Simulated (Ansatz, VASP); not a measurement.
# Cross-check of Na2CdCl4 (Na2CdCl4 (Pbam)) between VASP and Ansatz

Wanted: the spread between two codes on one cell, functional and k mesh.

Main program and level: Ansatz 0.2.0; plane waves, with VASP 6.6.1 beside it; single point at PBEsol.

## Step 1: Starting point

The cell holds 42 atoms: 12 Na, 6 Cd and 24 Cl. Its edges and angles: a = 6.937 Å, b = 11.838 Å, c = 11.698 Å, α = 90.0°, β = 90.0°, γ = 90.0°. It derives from Na2CdCl4 (Na2CdCl4 (Pbam)).

## Step 2: VASP: single point, PBEsol

A single point gives forces, pressure and levels at one fixed geometry, so differences don't come from the geometry; what else differs is listed under the comparison.

Lines of VASP's logs that name or quote its potential files are left out, and so is its time.

INCAR reads:

```
SYSTEM = Na2CdCl4
PREC = Normal
ENCUT = 300
EDIFF = 1E-05
NELM = 120
ISMEAR = 0
SIGMA = 0.05
LREAL = Auto
ALGO = Fast
GGA = PS
LORBIT = 11
LWAVE = .FALSE.
LCHARG = .FALSE.
NCORE = 4
```

POSCAR reads:

```
Na2CdCl4
1.0
    6.9373495641      0.0000000000      0.0000000000
    0.0000000000     11.8375573621      0.0000000000
    0.0000000000      0.0000000000     11.6979441987
Na Cd Cl
12 6 24
Direct
    0.0882721413      0.6833758371      0.1666666667
    0.0882721413      0.6833758371      0.5000000000
    0.0882721413      0.6833758371      0.8333333333
    0.9117278587      0.3166241629      0.1666666667
    0.9117278587      0.3166241629      0.5000000000
    0.9117278587      0.3166241629      0.8333333333
    0.4117278587      0.1833758371      0.1666666667
    0.4117278587      0.1833758371      0.5000000000
    0.4117278587      0.1833758371      0.8333333333
    0.5882721413      0.8166241629      0.1666666667
    0.5882721413      0.8166241629      0.5000000000
    0.5882721413      0.8166241629      0.8333333333
    0.5000000000      0.5000000000      0.0000000000
    0.5000000000      0.5000000000      0.3333333333
    0.5000000000      0.5000000000      0.6666666667
    0.0000000000      0.0000000000      0.0000000000
    0.0000000000      0.0000000000      0.3333333333
    0.0000000000      0.0000000000      0.6666666667
    0.7482696536      0.5438426545      0.1666666667
    0.7482696536      0.5438426545      0.5000000000
    0.7482696536      0.5438426545      0.8333333333
    0.2517303464      0.4561573455      0.1666666667
    0.2517303464      0.4561573455      0.5000000000
    0.2517303464      0.4561573455      0.8333333333
    0.1261284663      0.2046266138      0.0000000000
    0.1261284663      0.2046266138      0.3333333333
    0.1261284663      0.2046266138      0.6666666667
    0.8738715337      0.7953733862      0.0000000000
    0.8738715337      0.7953733862      0.3333333333
    0.8738715337      0.7953733862      0.6666666667
    0.6261284663      0.2953733862      0.0000000000
    0.6261284663      0.2953733862      0.3333333333
    0.6261284663      0.2953733862      0.6666666667
    0.3738715337      0.7046266138      0.0000000000
    0.3738715337      0.7046266138      0.3333333333
    0.3738715337      0.7046266138      0.6666666667
    0.2482696536      0.9561573455      0.1666666667
    0.2482696536      0.9561573455      0.5000000000
    0.2482696536      0.9561573455      0.8333333333
    0.7517303464      0.0438426545      0.1666666667
    0.7517303464      0.0438426545      0.5000000000
    0.7517303464      0.0438426545      0.8333333333
```

KPOINTS reads:

```
Automatic mesh
0
Gamma
2 1 1
0 0 0
```

Potentials, in the order of the species: Na, Cd and Cl (PBE family, release 64).

On the command line:

```bash
$ mpirun -np 4 vasp_std
```

Numbers of over 12 decimals in the logs are rounded to 6 here.

Output:

```text
[banner, memory and clock lines left out]
running    4 mpi-ranks, on    1 nodes
[...]
|                                                                             |
|               ----> ADVICE to this user running VASP <----                  |
|                                                                             |
|     You enforced a specific xc type in the INCAR file but a different       |
|     [... a line on the potential file left out ...]
|     I HOPE YOU KNOW WHAT YOU ARE DOING!                                     |
|                                                                             |

 LDA part: xc-table for (Slater+PW92), standard interpolation
 POSCAR, INCAR and KPOINTS ok, starting setup
[...]
entering main loop
       N       E                     dE             d eps       ncg     rms          rms(c)
DAV:   1     0.155342897344E+04    0.15534E+04   -0.80984E+04   604   0.930E+02
DAV:   2     0.308484400394E+02   -0.15226E+04   -0.14847E+04   754   0.259E+02
DAV:   3    -0.134384915596E+03   -0.16523E+03   -0.16381E+03   696   0.877E+01
DAV:   4    -0.141066049226E+03   -0.66811E+01   -0.66621E+01   728   0.200E+01
[...]
RMM:  16    -0.134941301655E+03    0.64200E-04   -0.84130E-04   826   0.454E-02    0.464E-02
RMM:  17    -0.134941313170E+03   -0.11515E-04   -0.41132E-05   533   0.151E-02    0.504E-02
RMM:  18    -0.134941310949E+03    0.22207E-05   -0.87116E-06   430   0.788E-03
   1 F= -.13494131E+03 E0= -.13494131E+03  d E =-.125940E-12
```

From OUTCAR (step 2):

```text
  Total       -0.5270624     -1.1016058      0.7002223     -0.0000000      0.0000000      0.0000000
  in kB       -0.8790374     -1.8372641      1.1678345     -0.0000000      0.0000000      0.0000000
  external PRESSURE =      -0.5161557 kB  Pullay stress =       0.0000000 kB

 POSITION                                       TOTAL-FORCE (eV/Angst)
 -----------------------------------------------------------------------------------
      0.61237      8.08950      1.94966         0.009093     -0.006669     -0.000000
      0.61237      8.08950      5.84897         0.009093     -0.006669     -0.000000
      0.61237      8.08950      9.74829         0.009093     -0.006669     -0.000000
      6.32497      3.74806      1.94966        -0.009093      0.006669     -0.000000
      6.32497      3.74806      5.84897        -0.009093      0.006669     -0.000000
      6.32497      3.74806      9.74829        -0.009093      0.006669     -0.000000
      2.85630      2.17072      1.94966        -0.009093     -0.006669     -0.000000
      2.85630      2.17072      5.84897        -0.009093     -0.006669     -0.000000
      2.85630      2.17072      9.74829        -0.009093     -0.006669     -0.000000
      4.08105      9.66684      1.94966         0.009093      0.006669     -0.000000
      4.08105      9.66684      5.84897         0.009093      0.006669     -0.000000
      4.08105      9.66684      9.74829         0.009093      0.006669     -0.000000
      3.46867      5.91878      0.00000         0.000000     -0.000000     -0.000000
      3.46867      5.91878      3.89931         0.000000     -0.000000     -0.000000
[...]
-----------------------------------------------------------------------------------
    total drift:                                0.000000      0.000000     -0.000000

  FREE ENERGIE OF THE ION-ELECTRON SYSTEM (eV)
  ---------------------------------------------------
  free  energy   TOTEN  =      -134.9413109488 eV

  energy  without entropy=     -134.9413109488  energy(sigma->0) =     -134.94131095

[... 3 further parts left out ...]
[key lines of the parts left out:]
E-fermi :   0.2314
```

The data set Na keeps the semicore shell frozen, which is cheaper and a little less accurate.

## Step 3: Ansatz: single point, PBEsol

Ansatz runs on its default PAW (the set named soft_2) files.

The same cell, functional, mesh and smearing now go to Ansatz, which takes its cutoff from its data sets.

input.yaml reads:

```yaml
crystal:
  lattice:
    - [6.9373495641, 0.0, 0.0]
    - [0.0, 11.8375573621, 0.0]
    - [0.0, 0.0, 11.6979441987]
  atoms:
    - { symbol: Na, position: [0.0882721413, 0.6833758371, 0.1666666667] }
    - { symbol: Na, position: [0.0882721413, 0.6833758371, 0.5] }
    - { symbol: Na, position: [0.0882721413, 0.6833758371, 0.8333333333] }
    - { symbol: Na, position: [0.9117278587, 0.3166241629, 0.1666666667] }
    - { symbol: Na, position: [0.9117278587, 0.3166241629, 0.5] }
    - { symbol: Na, position: [0.9117278587, 0.3166241629, 0.8333333333] }
    - { symbol: Na, position: [0.4117278587, 0.1833758371, 0.1666666667] }
    - { symbol: Na, position: [0.4117278587, 0.1833758371, 0.5] }
    - { symbol: Na, position: [0.4117278587, 0.1833758371, 0.8333333333] }
    - { symbol: Na, position: [0.5882721413, 0.8166241629, 0.1666666667] }
    - { symbol: Na, position: [0.5882721413, 0.8166241629, 0.5] }
    - { symbol: Na, position: [0.5882721413, 0.8166241629, 0.8333333333] }
    - { symbol: Cd, position: [0.5, 0.5, 0.0] }
    - { symbol: Cd, position: [0.5, 0.5, 0.3333333333] }
    - { symbol: Cd, position: [0.5, 0.5, 0.6666666667] }
    - { symbol: Cd, position: [0.0, 0.0, 0.0] }
    - { symbol: Cd, position: [0.0, 0.0, 0.3333333333] }
    - { symbol: Cd, position: [0.0, 0.0, 0.6666666667] }
    - { symbol: Cl, position: [0.7482696536, 0.5438426545, 0.1666666667] }
    - { symbol: Cl, position: [0.7482696536, 0.5438426545, 0.5] }
    - { symbol: Cl, position: [0.7482696536, 0.5438426545, 0.8333333333] }
    - { symbol: Cl, position: [0.2517303464, 0.4561573455, 0.1666666667] }
    - { symbol: Cl, position: [0.2517303464, 0.4561573455, 0.5] }
    - { symbol: Cl, position: [0.2517303464, 0.4561573455, 0.8333333333] }
    - { symbol: Cl, position: [0.1261284663, 0.2046266138, 0.0] }
    - { symbol: Cl, position: [0.1261284663, 0.2046266138, 0.3333333333] }
    - { symbol: Cl, position: [0.1261284663, 0.2046266138, 0.6666666667] }
    - { symbol: Cl, position: [0.8738715337, 0.7953733862, 0.0] }
    - { symbol: Cl, position: [0.8738715337, 0.7953733862, 0.3333333333] }
    - { symbol: Cl, position: [0.8738715337, 0.7953733862, 0.6666666667] }
    - { symbol: Cl, position: [0.6261284663, 0.2953733862, 0.0] }
    - { symbol: Cl, position: [0.6261284663, 0.2953733862, 0.3333333333] }
    - { symbol: Cl, position: [0.6261284663, 0.2953733862, 0.6666666667] }
    - { symbol: Cl, position: [0.3738715337, 0.7046266138, 0.0] }
    - { symbol: Cl, position: [0.3738715337, 0.7046266138, 0.3333333333] }
    - { symbol: Cl, position: [0.3738715337, 0.7046266138, 0.6666666667] }
    - { symbol: Cl, position: [0.2482696536, 0.9561573455, 0.1666666667] }
    - { symbol: Cl, position: [0.2482696536, 0.9561573455, 0.5] }
    - { symbol: Cl, position: [0.2482696536, 0.9561573455, 0.8333333333] }
    - { symbol: Cl, position: [0.7517303464, 0.0438426545, 0.1666666667] }
    - { symbol: Cl, position: [0.7517303464, 0.0438426545, 0.5] }
    - { symbol: Cl, position: [0.7517303464, 0.0438426545, 0.8333333333] }
hamiltonian:
  xc: pbesol
  pseudopotentials: { kind: paw }
kpoints:
  mp_grid: { grid: [2, 1, 1] }
scf:
  occupations: { method: gaussian, width: 0.05 }
  n_extra_bands: 14
output:
  forces: true
  stress: true
  eigenvalues: true
```

On the command line:

```bash
$ ansatz run input.yaml --threads 8 --pin off --max-ram 18432MiB --backend cpu --events-out ev --progress --plain --runs-dir out
```

Output:

```text
scf.n_extra_bands = 14 over 198 filled bands (N_el = 396.0): the run solves 212 bands
Engine: ansatz 0.2.0, aarch64-unknown-linux-gnu
Pseudopotentials: kind: paw
Pseudopotential: Na, paw, valence charge 9, recommended cutoff 420 eV (normal), Na.paw.azcp
Pseudopotential: Cd, paw, valence charge 20, recommended cutoff 420 eV (normal), Cd.paw.azcp
Pseudopotential: Cl, paw, valence charge 7, recommended cutoff 420 eV (normal), Cl.paw.azcp
Functional definition: PBEsol
  exchange = pbesol_x
  correlation = pbesol_c
Crystal: 42 atoms, lattice volume = 960.650 Å³
Basis set: ecut = 420 eV, 18775 PW (Γ), exchange–correlation on 96×160×160 points (8 copies of the dense FFT grid, shifted against one another)
Bands: 212, of which v1, the nominal top of the filled ones, is band 198 counted from 1 (197 counted from 0)
Symmetry: 24 space group operations
Space group: Pbam (ITA 55), of the structure as read, at distance tolerance 9.9e-5 Å
k-points: 2
Non-local potential: Na, projectors of the file, l = 0: 3, l = 1: 2, l = 2: 1
Non-local potential: Cd, projectors of the file, l = 0: 3, l = 1: 2, l = 2: 2, l = 3: 1
Non-local potential: Cl, projectors of the file, l = 0: 2, l = 1: 2, l = 2: 2
PAW form: soft (Blöchl's): semilocal exchange-correlation on the pseudo side does not see the compensation charge
PAW frozen core: Na, regenerated for the run's functional, and the local potential with it (the file was generated under x = pbe(κ = 0.804, μ = 0.219515), c = pbe(β = 0.066725))
PAW frozen core: Cd, regenerated for the run's functional, and the local potential with it (the file was generated under x = pbe(κ = 0.804, μ = 0.219515), c = pbe(β = 0.066725))
PAW frozen core: Cl, regenerated for the run's functional, and the local potential with it (the file was generated under x = pbe(κ = 0.804, μ = 0.219515), c = pbe(β = 0.066725))
PAW one-centre angular grid: Na, 110 points (default); XC on 64 Gauss nodes
PAW one-centre angular grid: Cd, 590 points (default); XC on 64 Gauss nodes
PAW one-centre angular grid: Cl, 110 points (default); XC on 64 Gauss nodes
Initial density: superposition of atomic densities (neutral atoms: chi_scale 0, normalization atom), corrected by the library's trained network
Initial wavefunctions: pseudopotential atomic-orbital guess
Functional: x = pbesol(κ = 0.804, μ = 0.123457), c = pbesol(β = 0.046)
SCF iter   1: F=—  HF=-92337.063296 eV  |F-HF|=—  |Δ(HF+E_count)|=         —  Δρ=4.35e-3  dr2=2.14e-1  ethr=1.77e-3  ⟨swp⟩=6.5  Hψ=1695  notcnv=0
preconditioner: auto → Resta (q_TF=auto, 2.354 Å⁻¹)  ε∞=3.3  [insulator: Δε(μ)=3.626 eV  Ē_g=14.281 eV  σ=0.050 eV  W_gap=1.00  n_scr=200 (ndim 8)  ℏωp=21.6 eV  f_vac=0.079  D(μ)=0.00/eV (n_scr^D=0)  ε∞_Penn≈3.3]
SCF iter   2: F=—  HF=-92337.001962 eV  |F-HF|=—  |Δ(HF+E_count)|=   6.13e-2  Δρ=1.61e-3  dr2=3.19e-2  ethr=5.41e-5  ⟨swp⟩=3.0  Hψ=943  notcnv=0  defer=3
SCF iter   3: F=—  HF=-92336.994639 eV  |F-HF|=—  |Δ(HF+E_count)|=   7.32e-3  Δρ=4.18e-4  dr2=1.32e-3  ethr=8.05e-6  ⟨swp⟩=2.0  Hψ=656  notcnv=0  defer=3
SCF iter   4: F=—  HF=-92336.995009 eV  |F-HF|=—  |Δ(HF+E_count)|=   3.70e-4  Δρ=1.28e-4  dr2=2.03e-4  ethr=3.33e-7  ⟨swp⟩=2.0  Hψ=536  notcnv=0  defer=3
SCF iter   5: F=—  HF=-92336.994950 eV  |F-HF|=—  |Δ(HF+E_count)|=   5.91e-5  Δρ=3.08e-5  dr2=1.39e-5  ethr=5.14e-8  ⟨swp⟩=2.0  Hψ=792  notcnv=0  defer=3
SCF iter   6: F=—  HF=-92336.995169 eV  |F-HF|=—  |Δ(HF+E_count)|=   2.20e-4  Δρ=1.35e-5  dr2=1.70e-6  ethr=3.52e-9  ⟨swp⟩=2.0  Hψ=732  notcnv=0  defer=3
SCF iter   7: F=—  HF=-92336.995169 eV  |F-HF|=—  |Δ(HF+E_count)|=   2.29e-8  Δρ=3.41e-6  dr2=1.74e-7  ethr=4.28e-10  ⟨swp⟩=2.0  Hψ=792  notcnv=0  defer=3
SCF iter   8: F=-92336.995169 eV  HF=-92336.995169 eV  |F-HF|=9.55e-9  |Δ(HF+E_count)|=   5.14e-8  Δρ=9.35e-7  dr2=1.19e-8  ethr=2.53e-11  ⟨swp⟩=10.0  Hψ=1720  notcnv=0
SCF 1 converged in 8 iterations: F = -92336.995169 eV  dr2 = 1.19e-8
  greatest PAW one-centre occupation: 1.000 electrons in one spin orbital (limit 2), on the Cd atom at site 17 (counted from 0), in its partial waves of l = 0
SCF converged after 8 iterations
Free energy (F): -92336.995169 eV
Harris-Foulkes:  -92336.995169 eV  (|F-HF|=9.55e-9)
Internal energy: -92336.995169 eV  (E = F + TS)
E sigma→0 (E₀):  -92336.995169 eV
Fermi energy:    4.682291 eV
--- Per-component energies (eV) ---
  E_band       = -6155.574118
  E_kinetic    = 8350.856964
  E_local      = -47850.710623  (includes V_loc(G=0)·N_el)
  E_nonlocal   = 2317.352756
  E_hartree    = 19761.653250
  E_xc         = -4058.335187
  E_vxc        = -4837.009036  (∫ρ·V_xc dr)
  E_paw        = -42539.858128  (= ΣΔE_a)
  E_vpaw       = -3659.366773  (= ΣTr[D̂ρ^β])
  E_aug_tail   = 0.002052  (compensation charges beyond the density's cutoff)
  E_ewald      = -28322.546708
  E_core_change = 4.590454  (= ΣΔE_core)
  E_smearing   = -0.000000  (= −TS)
  E_closure    = -0.000000  (closes the sum)
  Σ components = -92336.995169   (vs F -92336.995169, Δ=0.00e0)
--- Forces (eV/Å), atoms counted from 1 ---
  atom   1  Na     0.00738939    -0.01281385    -0.00000000
  atom   2  Na     0.00738939    -0.01281385    -0.00000000
  atom   3  Na     0.00738939    -0.01281385    -0.00000000
  atom   4  Na    -0.00738939     0.01281385     0.00000000
  atom   5  Na    -0.00738939     0.01281385     0.00000000
  atom   6  Na    -0.00738939     0.01281385     0.00000000
  atom   7  Na    -0.00738939    -0.01281385    -0.00000000
  atom   8  Na    -0.00738939    -0.01281385    -0.00000000
  atom   9  Na    -0.00738939    -0.01281385    -0.00000000
  atom  10  Na     0.00738939     0.01281385     0.00000000
  atom  11  Na     0.00738939     0.01281385     0.00000000
  atom  12  Na     0.00738939     0.01281385     0.00000000
  atom  13  Cd    -0.00000000    -0.00000000     0.00000000
  atom  14  Cd     0.00000000    -0.00000000     0.00000000
  atom  15  Cd    -0.00000000     0.00000000    -0.00000000
  atom  16  Cd     0.00000000    -0.00000000    -0.00000000
  atom  17  Cd    -0.00000000     0.00000000     0.00000000
  atom  18  Cd     0.00000000     0.00000000    -0.00000000
  atom  19  Cl    -0.04857481    -0.00768194    -0.00000000
  atom  20  Cl    -0.04857481    -0.00768194    -0.00000000
  atom  21  Cl    -0.04857481    -0.00768194    -0.00000000
  atom  22  Cl     0.04857481     0.00768194     0.00000000
  atom  23  Cl     0.04857481     0.00768194     0.00000000
  atom  24  Cl     0.04857481     0.00768194     0.00000000
[...]
atom  35  Cl     0.01889691    -0.05188248    -0.00000000
  atom  36  Cl     0.01889691    -0.05188248    -0.00000000
  atom  37  Cl    -0.04857481     0.00768194     0.00000000
  atom  38  Cl    -0.04857481     0.00768194     0.00000000
  atom  39  Cl    -0.04857481     0.00768194     0.00000000
  atom  40  Cl     0.04857481    -0.00768194    -0.00000000
  atom  41  Cl     0.04857481    -0.00768194    -0.00000000
  atom  42  Cl     0.04857481    -0.00768194    -0.00000000
  max |Σ_I F_I| component: 2.60e-17 eV/Å
--- Stress (GPa, compression-positive) ---
        0.375175       0.000000       0.000000
        0.000000       0.157898       0.000000
        0.000000       0.000000       0.546781
  P = ⅓ Tr σ = 0.3600 GPa (3.600 kbar)
--- Band table (eV) ---
  k-point 0: bands = [... 194 lower, 2.7316, 2.7316, 2.7656, 2.8412, 6.5234, 7.6391, 7.6621, 7.6621, ... 10 higher]
  k-point 1: bands = [... 194 lower, 2.7247, 2.7247, 2.8156, 2.8156, 7.4777, 7.4777, 8.0119, 8.0119, ... 10 higher]
```

It took 4.3 s on 8 threads of Arm Neoverse V2, shared host; peak memory 2.2 GiB; 28 s of CPU time.

The run ends at a pressure of 0.36 GPa, with forces up to 0.055 eV/Å.

## Step 4: Side by side

Known differences besides the PAW data sets themselves: the data sets hold 396 valence electrons in Ansatz (default PAW (the set named soft_2) files) and 252 in VASP; the cutoff is 420 eV in Ansatz and 300 eV in VASP (PREC = Normal, projectors in real space); Ansatz makes its cores anew for this functional, VASP keeps those of its PBE data sets; VASP leaves aspherical gradient terms in its spheres out (LASPH is not set), Ansatz keeps them. Total energies have different zeros and are not compared.

Compared:

| quantity | Ansatz | VASP | difference |
| --- | --- | --- | --- |
| pressure (GPa) | 0.36 | -0.05 | +0.41 |
| gap on the k mesh (eV) | 3.682 | 3.670 | +0.012 |

At this near-relaxed geometry the largest component of a force difference is 64 meV/Å.

## Step 5: What moves the difference

The difference is large enough to ask for its cause, so further runs change the set-up of one program at a time, as the table lists.

| run | r.m.s. force difference (meV/Å) |
| --- | --- |
| as above | 29 |
| cores kept as stored, as VASP does, whose cores stay as stored | 28 |
| Ansatz's larger PAW set (cutoff 900 eV) | 28 |
| norm-conserving potentials (cutoff 1388 eV) | 28 |

## Step 6: Outcome

| Property | Result |
| --- | --- |
| r.m.s. force difference (single point, PBEsol) | 29 meV/Å |

**Reading.** The r.m.s. force difference is 29 meV/Å (single point, PBEsol), beyond the 12 meV/Å picked in this series as the mark of a large difference. For single point, PBEsol: no further run halves the r.m.s. force difference; only Ansatz's side was varied, and Ansatz's runs with other potentials lie closer to each other than to VASP, which for this quantity points to VASP's side; this was not tested here. Differences of this kind measure data sets and numerical settings, not the functional's error against experiment.

[Lines on the potential files, build, host, timing and source positions are cut from VASP's logs without a mark.]

[Logs are printed without paths, hosts, clocks, repeated set-up lines and the standing remarks that a program may print on its own settings, such as how far it seeks lower states.]

[Hosts, paths, dates, database ids (printed as entryN), source tags and the programs' standing remarks are cut or masked in the printed files.]
